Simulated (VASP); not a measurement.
All values below come from PBE GGA, VASP's PBE PAW potentials (set 64) (plane waves; VASP 6.6.1).

Input for VASP

INCAR:
```
# general
SYSTEM   =  Tc2C
PREC     =  Accurate
ENCUT    =  400
LREAL    =  .FALSE.
LASPH    =  .TRUE.

# electronic loop
EDIFF    =  1E-6
NELM     =  100
ALGO     =  Normal
LMAXMIX  =  4

# smearing
ISMEAR   =  0
SIGMA    =  0.1

# functional
GGA      =  PE

# ions
ISIF     =  2

# output
LWAVE    =  .FALSE.
LCHARG   =  .FALSE.
```

### KPOINTS
```
Automatic mesh
0
G
3 3 2
```

POSCAR:
```
Tc2C
1
    3.9636120000     0.0000000000     0.0000000000
   -1.9818060000     3.4325890000     0.0000000000
    0.0000000000     0.0000000000     4.8565140000
C Tc
2 4
Direct
  0.3333330000   0.6666670000   0.2500000000
  0.6666670000   0.3333330000   0.7500000000
  0.0000000000   0.0000000000   0.0000000000
  0.0000000000   0.0000000000   0.5000000000
  0.3333330000   0.6666670000   0.7500000000
  0.6666670000   0.3333330000   0.2500000000
```

POTCAR, in this order: C Tc_pv (PBE.64 set). Program: vasp_std.

Output

**OSZICAR**
```
       N       E                     dE             d eps       ncg     rms          rms(c)
DAV:   1     0.695194321573E+03    0.69519E+03   -0.31382E+04   480   0.142E+03
DAV:   2    -0.216722992479E+02   -0.71687E+03   -0.69849E+03   456   0.461E+02
DAV:   3    -0.560227963996E+02   -0.34350E+02   -0.33442E+02   600   0.104E+02
DAV:   4    -0.566727317316E+02   -0.64994E+00   -0.64423E+00   524   0.134E+01
DAV:   5    -0.566894417984E+02   -0.16710E-01   -0.16559E-01   544   0.192E+00    0.395E+01
DAV:   6    -0.534196101334E+02    0.32698E+01   -0.31417E+01   592   0.280E+01    0.135E+01
DAV:   7    -0.529757030397E+02    0.44391E+00   -0.55282E+00   544   0.153E+01    0.101E+01
DAV:   8    -0.531106572808E+02   -0.13495E+00   -0.50224E+00   500   0.144E+01    0.691E+00
DAV:   9    -0.527411291795E+02    0.36953E+00   -0.16039E+00   500   0.937E+00    0.719E-01
DAV:  10    -0.527433528984E+02   -0.22237E-02   -0.71463E-02   564   0.154E+00    0.412E-01
DAV:  11    -0.527426820603E+02    0.67084E-03   -0.62785E-03   536   0.592E-01    0.555E-02
DAV:  12    -0.527426750376E+02    0.70227E-05   -0.28794E-04   500   0.130E-01    0.236E-02
DAV:  13    -0.527426677569E+02    0.72807E-05   -0.18317E-05   572   0.296E-02    0.441E-03
DAV:  14    -0.527426670815E+02    0.67541E-06   -0.95371E-07   280   0.592E-03
   1 F= -.52742667E+02 E0= -.52741025E+02  d E =-.328481E-02
```

OUTCAR:
```
------------------------ aborting loop because EDIFF is reached ----------------------------------------
  FORCE on cell =-STRESS in cart. coord.  units (eV):
  Direction    XX          YY          ZZ          XY          YZ          ZX
  --------------------------------------------------------------------------------------
  Total        5.3955745      5.3955755      5.1442967      0.0000000      0.0000000      0.0000000
  in kB      130.8310086    130.8310328    124.7380645      0.0000000      0.0000000      0.0000000
  external PRESSURE =     128.8000353 kB  Pullay stress =       0.0000000 kB
  volume of cell :       66.08
      direct lattice vectors                 reciprocal lattice vectors
     3.963612000  0.000000000  0.000000000     0.252295129  0.145662647  0.000000000
    -1.981806000  3.432589000  0.000000000     0.000000000  0.291325294  0.000000000
     0.000000000  0.000000000  4.856514000     0.000000000  0.000000000  0.205909012
 POSITION                                       TOTAL-FORCE (eV/Angst)
 -----------------------------------------------------------------------------------
     -0.00000      2.28839      1.21413         0.000000     -0.000000      0.000000
      1.98181      1.14420      3.64239        -0.000000      0.000000      0.000000
      0.00000      0.00000      0.00000         0.000000      0.000000      0.000000
      0.00000      0.00000      2.42826         0.000000      0.000000      0.000000
     -0.00000      2.28839      3.64239        -0.000000      0.000000      0.000000
      1.98181      1.14420      1.21413         0.000000     -0.000000      0.000000
 -----------------------------------------------------------------------------------
    total drift:                                0.001537     -0.000887      0.001007
  FREE ENERGIE OF THE ION-ELECTRON SYSTEM (eV)
  ---------------------------------------------------
  free  energy   TOTEN  =       -52.7426670815 eV

  energy  without entropy=      -52.7393822751  energy(sigma->0) =      -52.74102468
```
(Selected blocks of OUTCAR.)

At this cut-off the stress carries a Pulay error, which pulls relaxed volumes low.

The structure was generated: Tc2C was put into an ordered model structure, which need not be its known phase. The cell was not relaxed at this level. The k-mesh is coarse (spacing up to 0.65 per Å, 2π included), so the numbers may not be converged in it. The run is one of a series of settings (KPOINTS 3×3×2 Γ-centred mesh against the base run), some of them coarse on purpose.
